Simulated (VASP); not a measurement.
Calculation: PBE GGA, VASP's PBE PAW potentials (set 64) (plane waves; VASP).

VASP input:

### POSCAR
```
Ti
1.0
  1.4585548241  -2.5262911185   0.0000000000
  1.4585548241   2.5262911185   0.0000000000
  0.0000000000   0.0000000000   4.6218823306
Ti
2
Cart
  1.4585548241   0.8420987237   1.1554705827
  1.4585548241  -0.8420987237   3.4664117480
```

### INCAR
```
SYSTEM  =  Ti
PREC  =  Accurate; ENCUT  =  480; LREAL  =  .False.
LASPH  =  .True.
EDIFF  =  1E-7; NELM  =  100; ALGO  =  Normal
LMAXMIX  =  4
ISMEAR  =  1; SIGMA  =  0.1
GGA  =  PE
IBRION  =  2; NSW  =  40; ISIF  =  3
EDIFFG  =  -0.01; PSTRESS  =  20
LWAVE  =  .False.; LCHARG  =  .False.
```

**KPOINTS**
```
Automatic mesh
0
Gamma
14 14 8
0 0 0
```

POTCAR, in this order: Ti_sv (PBE.64 set). Program: vasp_std.

The run wrote:

OUTCAR:
```
 ion  position               nearest neighbor table
   1  0.333  0.667  0.250-   2 2.86   2 2.86   2 2.86   2 2.86   2 2.86   2 2.86
   2  0.667  0.333  0.750-   1 2.86   1 2.86   1 2.86   1 2.86   1 2.86   1 2.86
  LATTYP: Found a hexagonal cell.
 ALAT       =     2.9171096980
 C/A-ratio  =     1.5844047050
 Subroutine PRICEL returns:
 Original cell was already a primitive cell.
 Subroutine GETGRP returns: Found 24 space group operations
The static configuration has the point symmetry D_3d.
 The point group associated with its full space group is D_6h.
The dynamic configuration has the point symmetry D_3d.
 Subroutine INISYM returns: Found 24 space group operations
 Subroutine IBZKPT returns following result:
 Found    120 irreducible k-points:

 Following reciprocal coordinates:
            Coordinates               Weight
  0.000000  0.000000  0.000000      1.000000
  0.071429 -0.000000  0.000000      6.000000
  0.142857 -0.000000  0.000000      6.000000
  0.214286 -0.000000  0.000000      6.000000
  0.285714  0.000000  0.000000      6.000000
  0.357143  0.000000  0.000000      6.000000
  0.428571 -0.000000  0.000000      6.000000
  0.500000  0.000000  0.000000      3.000000
  0.071429  0.071429  0.000000      6.000000
  0.142857  0.071429  0.000000     12.000000
  0.214286  0.071429  0.000000     12.000000
  0.285714  0.071429  0.000000     12.000000
  0.357143  0.071429  0.000000     12.000000
  0.428571  0.071429  0.000000     12.000000
  0.142857  0.142857  0.000000      6.000000
  0.214286  0.142857  0.000000     12.000000
  0.285714  0.142857  0.000000     12.000000
  0.357143  0.142857  0.000000     12.000000
  0.428571  0.142857  0.000000      6.000000
  0.214286  0.214286  0.000000      6.000000
  0.285714  0.214286  0.000000     12.000000
  0.357143  0.214286  0.000000     12.000000
...
```

**OSZICAR**
```
       N       E                     dE             d eps       ncg     rms          rms(c)
DAV:   1     0.240713118362E+03    0.24071E+03   -0.13142E+04  3840   0.179E+03
DAV:   2     0.103235216330E+02   -0.23039E+03   -0.22914E+03  4008   0.481E+02
DAV:   3    -0.165336122223E+02   -0.26857E+02   -0.26614E+02  7536   0.134E+02
DAV:   4    -0.176239581991E+02   -0.10903E+01   -0.10903E+01  4000   0.282E+01
DAV:   5    -0.176839298639E+02   -0.59972E-01   -0.59971E-01  6320   0.458E+00    0.121E+01
DAV:   6    -0.156599371184E+02    0.20240E+01   -0.75716E+00  4520   0.323E+01    0.311E+00
DAV:   7    -0.156471599953E+02    0.12777E-01   -0.80999E-01  5792   0.775E+00    0.206E+00
DAV:   8    -0.156764388355E+02   -0.29279E-01   -0.22138E-01  4456   0.625E+00    0.708E-01
DAV:   9    -0.156674139024E+02    0.90249E-02   -0.51976E-02  4544   0.267E+00    0.648E-02
DAV:  10    -0.156676978554E+02   -0.28395E-03   -0.26577E-03  6040   0.419E-01    0.842E-02
DAV:  11    -0.156677183600E+02   -0.20505E-04   -0.17048E-04  4936   0.123E-01    0.304E-02
DAV:  12    -0.156677062623E+02    0.12098E-04   -0.36157E-05  4976   0.537E-02    0.263E-03
DAV:  13    -0.156677080771E+02   -0.18148E-05   -0.71748E-07  4704   0.808E-03    0.631E-04
DAV:  14    -0.156677088560E+02   -0.77893E-06   -0.13873E-07  3160   0.292E-03    0.410E-04
DAV:  15    -0.156677089403E+02   -0.84305E-07   -0.24504E-08  2416   0.152E-03
   1 F= -.15242527E+02 E0= -.15243296E+02  d E =-.152425E+02
```

### OUTCAR
```
------------------------ aborting loop because EDIFF is reached ----------------------------------------
  FORCE on cell =-STRESS in cart. coord.  units (eV):
  Direction    XX          YY          ZZ          XY          YZ          ZX
  --------------------------------------------------------------------------------------
  Total        0.4259123      0.4259123      0.4087924     -0.0000000      0.0000000     -0.0000000
  in kB       20.0343720     20.0343729     19.2290759     -0.0000000      0.0000000     -0.0000000
  external PRESSURE =      -0.2340597 kB  Pullay stress =      20.0000000 kB
  volume of cell :       34.06
      direct lattice vectors                 reciprocal lattice vectors
     1.458554824 -2.526291119  0.000000000     0.342805078 -0.197918599  0.000000000
     1.458554824  2.526291119  0.000000000     0.342805078  0.197918599  0.000000000
     0.000000000  0.000000000  4.621882331     0.000000000  0.000000000  0.216362064
 POSITION                                       TOTAL-FORCE (eV/Angst)
 -----------------------------------------------------------------------------------
      1.45855      0.84210      1.15547        -0.000000     -0.000000      0.000000
      1.45855     -0.84210      3.46641         0.000000      0.000000      0.000000
 -----------------------------------------------------------------------------------
    total drift:                                0.000000      0.001059     -0.000021
  FREE ENERGIE OF THE ION-ELECTRON SYSTEM (eV)
  ---------------------------------------------------
  free  energy   TOTEN  =       -15.6677089403 eV

  energy  without entropy=      -15.6700143554  energy(sigma->0) =      -15.66847741
  enthalpy is  TOTEN    =       -15.2425273552 eV   P V=        0.4251815851

 reached required accuracy - stopping structural energy minimisation
```
(Selected blocks of OUTCAR.)

### OUTCAR
```
 val. band max:        8.5480192239   @ k =   0.2143   0.2143   0.5000

 cond. band min:       8.5616646241   @ k =   0.2857   0.2857   0.3750


 Fermi energy:         8.5546477887

 k-point     1 :       0.0000    0.0000    0.0000
  band No.  band energies     occupation
      1     -48.2865      2.00000
      2     -48.1388      2.00000
      3     -24.9006      2.00000
      4     -24.2124      2.00000
      5     -24.2124      2.00000
      6     -24.1471      2.00000
      7     -24.1058      2.00000
      8     -24.1058      2.00000
      9       2.2900      2.00000
     10       5.8063      2.00000
     11       9.3306     -0.00000
     12       9.3306     -0.00000
     13       9.3647     -0.00000
     14       9.4398     -0.00000
     15       9.8426     -0.00000
     16       9.8426     -0.00000

 k-point     2 :       0.0714   -0.0000    0.0000
  band No.  band energies     occupation
      1     -48.2811      2.00000
      2     -48.1366      2.00000
      3     -24.8887      2.00000
      4     -24.2370      2.00000
      5     -24.2206      2.00000
      6     -24.1522      2.00000
      7     -24.1314      2.00000
      8     -24.1090      2.00000
      9       2.4361      2.00000
     10       5.9221      2.00000
     11       9.0576     -0.00000
     12       9.0772     -0.00000
     13       9.4344     -0.00000
     14       9.6491     -0.00000
     15       9.7721     -0.00000
     16       9.9348     -0.00000

 k-point     3 :       0.1429   -0.0000    0.0000
  band No.  band energies     occupation
      1     -48.2656      2.00000
      2     -48.1308      2.00000
      3     -24.8541      2.00000
      4     -24.3061      2.00000
      5     -24.2431      2.00000
      6     -24.2021      2.00000
      7     -24.1674      2.00000
      8     -24.1184      2.00000
      9       2.8612      2.00000
     10       6.2347      2.00000
     11       8.4847      1.91933
     12       8.6607     -0.06063
     13       9.5496     -0.00000
...
```

The compound is Ti in the hcp structure. It was relaxed first under an external pressure of 2 GPa.
